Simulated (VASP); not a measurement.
Method: PBEsol GGA, VASP's PBE PAW potentials (set 64) (plane waves; VASP 6.6.1).

VASP ran on this input.

File KPOINTS:
```
Automatic mesh
0
G
 13 13 13
```

### POSCAR
```
CuZn
1.0
  2.8524058163   0.0000000000   0.0000000000
  0.0000000000   2.8524058163   0.0000000000
  0.0000000000   0.0000000000   2.8524058163
Zn Cu
1 1
Cart
  1.4262029082   1.4262029082   1.4262029082
  0.0000000000   0.0000000000   0.0000000000
```

INCAR:
```
ALGO = Normal
EDIFF = 1E-6
EDIFFG = -0.02
ENCUT = 500
GGA = PS
IBRION = 2
ISIF = 3
ISMEAR = 1
LASPH = T
LCHARG = F
LMAXMIX = 4
LREAL = F
LWAVE = F
NELM = 100
NSW = 40
PREC = Accurate
PSTRESS = 100
SIGMA = 0.1
SYSTEM = CuZn
```

POTCAR, in this order: Zn Cu (PBE.64 set). Program: vasp_std.

The resulting files:

File OSZICAR:
```
       N       E                     dE             d eps       ncg     rms          rms(c)
DAV:   1     0.105299472424E+03    0.10530E+03   -0.11386E+04  2680   0.254E+03
DAV:   2    -0.463656229234E+01   -0.10994E+03   -0.10726E+03  2534   0.325E+02
DAV:   3    -0.743327878497E+01   -0.27967E+01   -0.27894E+01  3150   0.697E+01
DAV:   4    -0.744952403819E+01   -0.16245E-01   -0.16244E-01  2863   0.463E+00
DAV:   5    -0.744973965872E+01   -0.21562E-03   -0.21562E-03  3408   0.580E-01    0.111E+01
DAV:   6    -0.707012762345E+01    0.37961E+00   -0.19958E+01  2763   0.124E+02    0.624E+00
DAV:   7    -0.605576164608E+01    0.10144E+01   -0.44221E+00  2733   0.130E+02    0.270E+00
DAV:   8    -0.605777667455E+01   -0.20150E-02   -0.23296E-01  2966   0.651E+00    0.149E+00
DAV:   9    -0.604584280559E+01    0.11934E-01   -0.18634E-02  3282   0.358E+00    0.108E-01
DAV:  10    -0.604580459718E+01    0.38208E-04   -0.66770E-04  3894   0.408E-01    0.360E-02
DAV:  11    -0.604580485718E+01   -0.26000E-06   -0.39762E-05  3336   0.230E-01    0.887E-03
DAV:  12    -0.604580458721E+01    0.26998E-06   -0.51958E-06  2810   0.658E-02
   1 F= -.45972884E+01 E0= -.45971759E+01  d E =-.459729E+01
```

### OUTCAR
```
------------------------ aborting loop because EDIFF is reached ----------------------------------------
  FORCE on cell =-STRESS in cart. coord.  units (eV):
  Direction    XX          YY          ZZ          XY          YZ          ZX
  --------------------------------------------------------------------------------------
  Total        1.4516741      1.4516741      1.4516741     -0.0000000     -0.0000000      0.0000000
  in kB      100.2180122    100.2180122    100.2180122     -0.0000000     -0.0000000      0.0000000
  external PRESSURE =       0.2180122 kB  Pullay stress =     100.0000000 kB
  volume of cell :       23.21
      direct lattice vectors                 reciprocal lattice vectors
     2.852405816  0.000000000  0.000000000     0.350581251  0.000000000  0.000000000
     0.000000000  2.852405816  0.000000000     0.000000000  0.350581251  0.000000000
     0.000000000  0.000000000  2.852405816     0.000000000  0.000000000  0.350581251
 POSITION                                       TOTAL-FORCE (eV/Angst)
 -----------------------------------------------------------------------------------
      1.42620      1.42620      1.42620         0.000000      0.000000      0.000000
      0.00000      0.00000      0.00000         0.000000      0.000000      0.000000
 -----------------------------------------------------------------------------------
    total drift:                                0.000000      0.000000     -0.000000
  FREE ENERGIE OF THE ION-ELECTRON SYSTEM (eV)
  ---------------------------------------------------
  free  energy   TOTEN  =        -6.0458045872 eV

  energy  without entropy=       -6.0454672779  energy(sigma->0) =       -6.04569215
  enthalpy is  TOTEN    =        -4.5972883840 eV   P V=        1.4485162032

 reached required accuracy - stopping structural energy minimisation
```
(Selected blocks of OUTCAR.)

OUTCAR:
```
 val. band max:        6.3079614990   @ k =   0.3077   0.0769   0.0769

 cond. band min:       6.3656501606   @ k =   0.4615   0.3077   0.3077


 Fermi energy:         6.3166130727

 k-point     1 :       0.0000    0.0000    0.0000
  band No.  band energies     occupation
      1      -4.8177      2.00000
      2      -1.8596      2.00000
      3      -1.8596      2.00000
      4      -0.9841      2.00000
      5      -0.9841      2.00000
      6      -0.9841      2.00000
      7       2.4649      2.00000
      8       2.4649      2.00000
      9       3.4201      2.00000
     10       3.4201      2.00000
     11       3.4201      2.00000
     12      12.8690      0.00000
     13      12.8690      0.00000
     14      12.8690      0.00000
     15      18.2141      0.00000

 k-point     2 :       0.0769    0.0000    0.0000
  band No.  band energies     occupation
      1      -4.7029      2.00000
      2      -1.8427      2.00000
      3      -1.8320      2.00000
      4      -0.9950      2.00000
      5      -0.9950      2.00000
      6      -0.9777      2.00000
      7       2.4545      2.00000
      8       2.4761      2.00000
      9       3.3761      2.00000
     10       3.3761      2.00000
     11       3.4142      2.00000
     12      11.8394      0.00000
     13      13.0496      0.00000
     14      13.0496      0.00000
     15      18.2708      0.00000

 k-point     3 :       0.1538    0.0000    0.0000
  band No.  band energies     occupation
      1      -4.3630      2.00000
      2      -1.7952      2.00000
      3      -1.7528      2.00000
      4      -1.0250      2.00000
      5      -1.0250      2.00000
      6      -0.9597      2.00000
      7       2.4249      2.00000
      8       2.4999      2.00000
      9       3.2587      2.00000
     10       3.2587      2.00000
     11       3.3975      2.00000
     12       9.8763      0.00000
     13      13.5755      0.00000
     14      13.5755      0.00000
     15      18.4427      0.00000
...
```

The compound is CuZn in the CsCl type structure. It was relaxed first under an external pressure of 10 GPa. The electron count is odd and the run is not spin-polarised, which forces a metal.
